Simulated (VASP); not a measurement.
Computed with r2SCAN meta-GGA, VASP's PBE PAW potentials (set 64) (plane waves; VASP 6.6.1).

VASP ran on this input.

### POSCAR
```
Ti3Al
1
    5.7452495452     0.0000000000     0.0000000000
   -2.8726247725     4.9755318442     0.0000000000
    0.0000000000     0.0000000000     4.6279652450
Ti Al
6 2
Direct
  0.8298471764   0.6596943528   0.2500000000
  0.1701528236   0.3403056472   0.7500000000
  0.1701528236   0.8298471764   0.7500000000
  0.8298471764   0.1701528236   0.2500000000
  0.3403056472   0.1701528236   0.2500000000
  0.6596943528   0.8298471764   0.7500000000
  0.3333330000   0.6666670000   0.2500000000
  0.6666670000   0.3333330000   0.7500000000
```

KPOINTS:
```
Automatic mesh
0
Gamma
7 7 8
0 0 0
```

### KPOINTS_OPT
```
k-points along high-symmetry lines
6
Line-mode
Reciprocal
  0.000000   0.000000   0.000000 ! GAMMA
  0.500000   0.000000   0.000000 ! M

  0.500000   0.000000   0.000000 ! M
  0.333333   0.333333   0.000000 ! K

  0.333333   0.333333   0.000000 ! K
  0.000000   0.000000   0.000000 ! GAMMA

  0.000000   0.000000   0.000000 ! GAMMA
  0.000000   0.000000   0.500000 ! A

  0.000000   0.000000   0.500000 ! A
  0.500000   0.000000   0.500000 ! L

  0.500000   0.000000   0.500000 ! L
  0.333333   0.333333   0.500000 ! H

  0.333333   0.333333   0.500000 ! H
  0.000000   0.000000   0.500000 ! A

  0.500000   0.000000   0.500000 ! L
  0.500000   0.000000   0.000000 ! M

  0.333333   0.333333   0.500000 ! H
  0.333333   0.333333   0.000000 ! K
```

INCAR:
```
LCHARG=F
SYSTEM=Ti3Al
LREAL=F   # projection in real space or not
ALGO=Normal   # blocked Davidson
LEFG=T
ISIF=2   # forces and stress, cell fixed
NEDOS=601   # DOS grid
PREC=Accurate
LORBIT=11
LMIXTAU=T
METAGGA=R2SCAN
EDIFF=1E-7
ISMEAR=-5   # tetrahedra, Bloechl
LWAVE=F
NELM=100   # most electronic steps
LASPH=T
ENCUT=400
LMAXMIX=4   # l cut-off of mixed one-centre charges
```

POTCAR, in this order: Ti_sv Al (PBE.64 set). Program: vasp_std.

Output of the run:

**OSZICAR**
```
       N       E                     dE             d eps       ncg     rms          rms(c)
DAV:   1     0.937707634483E+03    0.93771E+03   -0.35020E+04  3704   0.177E+03
DAV:   2     0.289069662651E+02   -0.90880E+03   -0.89394E+03  3680   0.582E+02
DAV:   3    -0.996834320247E+02   -0.12859E+03   -0.12467E+03  6018   0.187E+02
DAV:   4    -0.119203343971E+03   -0.19520E+02   -0.19217E+02  5456   0.633E+01
DAV:   5    -0.120633748475E+03   -0.14304E+01   -0.14241E+01  5800   0.150E+01    0.263E+01
DAV:   6    -0.972194194229E+02    0.23414E+02   -0.72832E+01  4554   0.698E+01    0.467E+00
DAV:   7    -0.905994639261E+02    0.66200E+01   -0.59430E+00  4714   0.156E+01    0.311E+00
DAV:   8    -0.939321326589E+02   -0.33327E+01   -0.32778E+00  4052   0.115E+01    0.211E+00
DAV:   9    -0.937955858406E+02    0.13655E+00   -0.13441E+00  4164   0.902E+00    0.551E-01
DAV:  10    -0.934308082948E+02    0.36478E+00   -0.37684E-01  4968   0.251E+00    0.880E-01
DAV:  11    -0.934744018134E+02   -0.43594E-01   -0.14496E-02  4464   0.836E-01    0.104E+00
DAV:  12    -0.935921564676E+02   -0.11775E+00   -0.13512E-01  4040   0.225E+00    0.413E-01
DAV:  13    -0.935747614576E+02    0.17395E-01   -0.39545E-02  4566   0.946E-01    0.222E-01
DAV:  14    -0.935862452527E+02   -0.11484E-01   -0.50296E-03  4568   0.357E-01    0.187E-01
DAV:  15    -0.935954535063E+02   -0.92083E-02   -0.59176E-03  4088   0.455E-01    0.104E-01
DAV:  16    -0.935950043420E+02    0.44916E-03   -0.38234E-03  4442   0.298E-01    0.460E-02
DAV:  17    -0.935955774616E+02   -0.57312E-03   -0.72453E-04  4620   0.157E-01    0.263E-02
DAV:  18    -0.935955542588E+02    0.23203E-04   -0.74103E-05  4810   0.543E-02    0.229E-02
DAV:  19    -0.935955824802E+02   -0.28221E-04   -0.21382E-05  4492   0.275E-02    0.104E-02
DAV:  20    -0.935956207108E+02   -0.38231E-04   -0.27295E-05  4126   0.307E-02    0.333E-03
DAV:  21    -0.935956121642E+02    0.85466E-05   -0.31987E-06  5106   0.104E-02    0.318E-03
DAV:  22    -0.935956204682E+02   -0.83039E-05   -0.20581E-06  4864   0.104E-02    0.244E-03
DAV:  23    -0.935955995988E+02    0.20869E-04   -0.23485E-06  4988   0.123E-02    0.190E-03
DAV:  24    -0.935956021526E+02   -0.25538E-05   -0.39502E-07  3304   0.355E-03    0.150E-03
DAV:  25    -0.935956017362E+02    0.41639E-06   -0.62733E-08  2482   0.178E-03    0.861E-04
DAV:  26    -0.935956016172E+02    0.11901E-06   -0.25107E-08  2452   0.930E-04    0.644E-04
DAV:  27    -0.935956021934E+02   -0.57620E-06   -0.95279E-09  2452   0.684E-04    0.361E-04
DAV:  28    -0.935956016655E+02    0.52788E-06   -0.69519E-09  2422   0.554E-04    0.208E-04
DAV:  29    -0.935956017549E+02   -0.89440E-07   -0.36100E-09  2398   0.421E-04
   1 F= -.93595602E+02 E0= -.93595602E+02  d E =0.000000E+00
       N       E                     dE             ncg
       N       E                     dE             ncg
```

OUTCAR:
```
------------------------ aborting loop because EDIFF is reached ----------------------------------------
  FORCE on cell =-STRESS in cart. coord.  units (eV):
  Direction    XX          YY          ZZ          XY          YZ          ZX
  --------------------------------------------------------------------------------------
  Total        0.0202020      0.0202020     -0.0363847      0.0000000     -0.0000000      0.0000000
  in kB        0.2446617      0.2446616     -0.4406472      0.0000000     -0.0000000      0.0000000
  external PRESSURE =       0.0162254 kB  Pullay stress =       0.0000000 kB
  volume of cell :      132.29
      direct lattice vectors                 reciprocal lattice vectors
     5.745249545  0.000000000  0.000000000     0.174056843  0.100491770  0.000000000
    -2.872624773  4.975531844  0.000000000     0.000000000  0.200983539  0.000000000
     0.000000000  0.000000000  4.627965245     0.000000000  0.000000000  0.216077681
 POSITION                                       TOTAL-FORCE (eV/Angst)
 -----------------------------------------------------------------------------------
      2.87262      3.28233      1.15699        -0.000000     -0.012436      0.000000
      0.00000      1.69320      3.47097         0.000000      0.012436     -0.000000
     -1.40627      4.12893      3.47097         0.010770     -0.006218     -0.000000
      4.27889      0.84660      1.15699        -0.010770      0.006218      0.000000
      1.46636      0.84660      1.15699         0.010770      0.006218      0.000000
      1.40627      4.12893      3.47097        -0.010770     -0.006218      0.000000
     -0.00000      3.31702      1.15699         0.000000     -0.000000      0.000000
      2.87263      1.65851      3.47097        -0.000000     -0.000000      0.000000
 -----------------------------------------------------------------------------------
    total drift:                               -0.004998      0.002885     -0.000022
  FREE ENERGIE OF THE ION-ELECTRON SYSTEM (eV)
  ---------------------------------------------------
  free  energy   TOTEN  =       -93.5956017549 eV

  energy  without entropy=      -93.5956017549  energy(sigma->0) =      -93.59560175

 total charge

# of ion       s       p       d       tot
------------------------------------------
    1        2.226   6.137   1.877  10.239
    2        2.226   6.137   1.877  10.239
    3        2.226   6.137   1.877  10.239
    4        2.226   6.137   1.877  10.239
    5        2.226   6.137   1.877  10.239
    6        2.226   6.137   1.877  10.239
    7        0.421   0.442   0.000   0.863
    8        0.421   0.442   0.000   0.863
--------------------------------------------------
tot         14.197  37.704  11.260  63.161
```
(Selected blocks of OUTCAR.)

### OUTCAR
```
 val. band max:        8.3408018084   @ k =   0.1429   0.1429   0.5000

 cond. band min:       8.2534550209   @ k =   0.0000   0.0000   0.5000


 Fermi energy:         8.3161914049

 k-point     1 :       0.0000    0.0000    0.0000
  band No.  band energies     occupation
      1     -50.6072      2.00000
      2     -50.5052      2.00000
      3     -50.5043      2.00000
      4     -50.5043      2.00000
      5     -50.4557      2.00000
      6     -50.4557      2.00000
      7     -26.0920      2.00000
      8     -26.0756      2.00000
      9     -25.9392      2.00000
     10     -25.9274      2.00000
     11     -25.9274      2.00000
     12     -25.8838      2.00000
     13     -25.8837      2.00000
     14     -25.8705      2.00000
     15     -25.8705      2.00000
     16     -25.7218      2.00000
     17     -25.6411      2.00000
     18     -25.6411      2.00000
     19     -25.5763      2.00000
     20     -25.5402      2.00000
     21     -25.4630      2.00000
     22     -25.4630      2.00000
     23     -25.4596      2.00000
     24     -25.4596      2.00000
     25       0.2251      2.00000
     26       3.1790      2.00000
     27       5.8166      2.00000
     28       6.0141      2.00000
     29       6.0142      2.00000
     30       6.0337      2.00000
     31       6.0934      2.00000
     32       6.0934      2.00000
     33       6.3927      2.00000
     34       7.0260      2.00000
     35       7.0261      2.00000
     36       7.3982      2.00000
     37       7.3983      2.00000
     38       7.8534      2.00000
     39       7.9074      2.00000
     40       8.2389      1.54906
     41       9.1968      0.00000
     42       9.1968      0.00000
     43       9.2387      0.00000
     44       9.3987      0.00000
     45       9.3987      0.00000
     46      10.5474      0.00000

 k-point     2 :       0.1429    0.0000    0.0000
  band No.  band energies     occupation
      1     -50.6028      2.00000
      2     -50.5103      2.00000
...
```

For a metal the tetrahedron method with Blöchl corrections gives inexact stress and forces.

The structure comes from a computed database's Ti3Al entry (P6_3/mmc); how it stands against other phases isn't given here. It was relaxed first.
